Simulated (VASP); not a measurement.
Output of a VASP run:

File OUTCAR:
```
 ion  position               nearest neighbor table
   1  0.000  0.000  0.000-
   2  0.500  0.500  0.500-   3 2.97   4 2.97   5 2.97   3 2.97   5 2.97   4 2.97
   3  0.500  0.500  0.000-   2 2.97   2 2.97
   4  0.000  0.500  0.500-   2 2.97   2 2.97
   5  0.500  0.000  0.500-   2 2.97   2 2.97
  LATTYP: Found a simple cubic cell.
 ALAT       =     5.9486300000
 Subroutine PRICEL returns:
 Original cell was already a primitive cell.
 Subroutine GETGRP returns: Found 48 space group operations
The static configuration has the point symmetry O_h .
The dynamic configuration has the point symmetry O_h .
 Subroutine INISYM returns: Found 48 space group operations
 Subroutine IBZKPT returns following result:
 Found     56 irreducible k-points:

 Following reciprocal coordinates:
            Coordinates               Weight
  0.000000  0.000000  0.000000      1.000000
  0.090909  0.000000  0.000000      6.000000
  0.181818  0.000000  0.000000      6.000000
  0.272727  0.000000  0.000000      6.000000
  0.363636  0.000000  0.000000      6.000000
  0.454545  0.000000  0.000000      6.000000
  0.090909  0.090909  0.000000     12.000000
  0.181818  0.090909  0.000000     24.000000
  0.272727  0.090909  0.000000     24.000000
  0.363636  0.090909  0.000000     24.000000
  0.454545  0.090909  0.000000     24.000000
  0.181818  0.181818  0.000000     12.000000
  0.272727  0.181818  0.000000     24.000000
  0.363636  0.181818  0.000000     24.000000
  0.454545  0.181818  0.000000     24.000000
  0.272727  0.272727  0.000000     12.000000
  0.363636  0.272727  0.000000     24.000000
  0.454545  0.272727  0.000000     24.000000
  0.363636  0.363636  0.000000     12.000000
  0.454545  0.363636  0.000000     24.000000
  0.454545  0.454545  0.000000     12.000000
  0.090909  0.090909  0.090909      8.000000
  0.181818  0.090909  0.090909     24.000000
  0.272727  0.090909  0.090909     24.000000
  0.363636  0.090909  0.090909     24.000000
  0.454545  0.090909  0.090909     24.000000
  0.181818  0.181818  0.090909     24.000000
  0.272727  0.181818  0.090909     48.000000
  0.363636  0.181818  0.090909     48.000000
  0.454545  0.181818  0.090909     48.000000
  0.272727  0.272727  0.090909     24.000000
  0.363636  0.272727  0.090909     48.000000
  0.454545  0.272727  0.090909     48.000000
  0.363636  0.363636  0.090909     24.000000
  0.454545  0.363636  0.090909     48.000000
  0.454545  0.454545  0.090909     24.000000
  0.181818  0.181818  0.181818      8.000000
  0.272727  0.181818  0.181818     24.000000
  0.363636  0.181818  0.181818     24.000000
  0.454545  0.181818  0.181818     24.000000
   k-points           NKPTS =     56   k-points in BZ     NKDIM =     56   number of bands    NBANDS=     26
   number of dos      NEDOS =    301   number of ions     NIONS =      5
   total plane-waves  NPLWV =  46656
   dimension x,y,z NGX =    36 NGY =   36 NGZ =   36
   dimension x,y,z NGXF=    72 NGYF=   72 NGZF=   72
   ions per type =               1   1   3
   PREC   = accura    normal or accurate (medium, high low for compatibility)
   ISTART =      0    job   : 0-new  1-cont  2-samecut
   ICHARG =      2    charge: 1-file 2-atom 10-const
   ISPIN  =      1    spin polarized calculation?
   LNONCOLLINEAR =      F non collinear calculations
   LSORBIT =      F    spin-orbit coupling
   INIWAV =      1    electr: 0-lowe 1-rand  2-diag
   ENCUT  =  300.0 eV  22.05 Ry    4.70 a.u.   8.40  8.40  8.40*2*pi/ulx,y,z
   NELM   =    100;   NELMIN=  2; NELMDL= -5     # of ELM steps
   EDIFF  = 0.1E-05   stopping-criterion for ELM
   LREAL  =      F    real-space projection
   NLSPLINE    = F    spline interpolate recip. space projectors
   LMAXMIX     =    4 max onsite mixed and CHGCAR
   VOSKOWN=      0    Vosko Wilk Nusair interpolation
   EDIFFG = 0.1E-04   stopping-criterion for IOM
...
```

### OSZICAR
```
       N       E                     dE             d eps       ncg     rms          rms(c)
DAV:   1     0.320828842110E+03    0.32083E+03   -0.14277E+04  2968   0.986E+02
DAV:   2     0.158542945796E+02   -0.30497E+03   -0.29989E+03  3820   0.282E+02
DAV:   3    -0.155119002721E+02   -0.31366E+02   -0.31244E+02  3272   0.102E+02
DAV:   4    -0.164846792569E+02   -0.97278E+00   -0.97121E+00  3938   0.249E+01
DAV:   5    -0.165111344628E+02   -0.26455E-01   -0.26444E-01  3574   0.291E+00    0.406E+00
DAV:   6    -0.159280566408E+02    0.58308E+00   -0.11173E+00  4484   0.103E+01    0.237E+00
DAV:   7    -0.158769012137E+02    0.51155E-01   -0.54390E-01  4396   0.406E+00    0.103E+00
DAV:   8    -0.158870239832E+02   -0.10123E-01   -0.66697E-02  3638   0.213E+00    0.182E-01
DAV:   9    -0.158864242359E+02    0.59975E-03   -0.11350E-02  4190   0.813E-01    0.105E-01
DAV:  10    -0.158868048191E+02   -0.38058E-03   -0.11280E-03  3268   0.192E-01    0.399E-02
DAV:  11    -0.158868837768E+02   -0.78958E-04   -0.17680E-04  3484   0.104E-01    0.797E-03
DAV:  12    -0.158868846694E+02   -0.89263E-06   -0.28432E-05  4120   0.532E-02    0.609E-03
DAV:  13    -0.158868845166E+02    0.15275E-06   -0.34516E-06  3332   0.140E-02
   1 F= -.15886885E+02 E0= -.15886885E+02  d E =-.307148E-35
```

**OUTCAR**
```
------------------------ aborting loop because EDIFF is reached ----------------------------------------
  FORCE on cell =-STRESS in cart. coord.  units (eV):
  Direction    XX          YY          ZZ          XY          YZ          ZX
  --------------------------------------------------------------------------------------
  Total        0.5303840      0.5303840      0.5303840     -0.0000000      0.0000000     -0.0000000
  in kB        4.0369197      4.0369197      4.0369197     -0.0000000      0.0000000     -0.0000000
  external PRESSURE =       4.0369197 kB  Pullay stress =       0.0000000 kB
  volume of cell :      210.50
      direct lattice vectors                 reciprocal lattice vectors
     5.948630000  0.000000000  0.000000000     0.168105934  0.000000000  0.000000000
     0.000000000  5.948630000  0.000000000     0.000000000  0.168105934  0.000000000
     0.000000000  0.000000000  5.948630000     0.000000000  0.000000000  0.168105934
 POSITION                                       TOTAL-FORCE (eV/Angst)
 -----------------------------------------------------------------------------------
      0.00000      0.00000      0.00000         0.000000      0.000000      0.000000
      2.97431      2.97431      2.97431         0.000000      0.000000      0.000000
      2.97431      2.97431      0.00000         0.000000      0.000000      0.000000
      0.00000      2.97431      2.97431         0.000000      0.000000      0.000000
      2.97431      0.00000      2.97431         0.000000      0.000000      0.000000
 -----------------------------------------------------------------------------------
    total drift:                                0.000000      0.000000      0.000000
  FREE ENERGIE OF THE ION-ELECTRON SYSTEM (eV)
  ---------------------------------------------------
  free  energy   TOTEN  =       -15.8868845166 eV

  energy  without entropy=      -15.8868845166  energy(sigma->0) =      -15.88688452
```
(Selected blocks of OUTCAR.)

### POSCAR
```
CsPbBr3
1
    5.9486300000     0.0000000000     0.0000000000
    0.0000000000     5.9486300000     0.0000000000
    0.0000000000     0.0000000000     5.9486300000
Cs Pb Br
1 1 3
Direct
  0.0000000000   0.0000000000   0.0000000000
  0.5000000000   0.5000000000   0.5000000000
  0.5000000000   0.5000000000   0.0000000000
  0.0000000000   0.5000000000   0.5000000000
  0.5000000000   0.0000000000   0.5000000000
```

Question: Write an INCAR and KPOINTS that could have produced this output.

Answer: One answer among several that fit: the input of the run itself, PBE GGA, plane waves, VASP's PBE PAW potentials (set 64).

**INCAR**
```
SYSTEM = CsPbBr3
PREC = Accurate
ENCUT = 300
EDIFF = 1E-6
NELM = 100
ALGO = Normal
LREAL = .FALSE.
LASPH = .TRUE.
ISMEAR = 0
SIGMA = 0.01
GGA = PE
LMAXMIX = 4
LWAVE = .FALSE.
LCHARG = .FALSE.
ISIF = 2
```

**KPOINTS**
```
Regular mesh
0
gamma
 11 11 11
```

POTCAR, in this order: Cs_sv Pb_d Br (PBE.64 set). Program: vasp_std.

At this cut-off the stress carries a Pulay error, which pulls relaxed volumes low.

The structure comes from a computed database's CsPbBr3 entry; how it stands against other phases isn't given here. The cell was not relaxed at this level. The run is one of a series of settings (KPOINTS 11×11×11 Γ-centred mesh against the base run), some of them coarse on purpose.
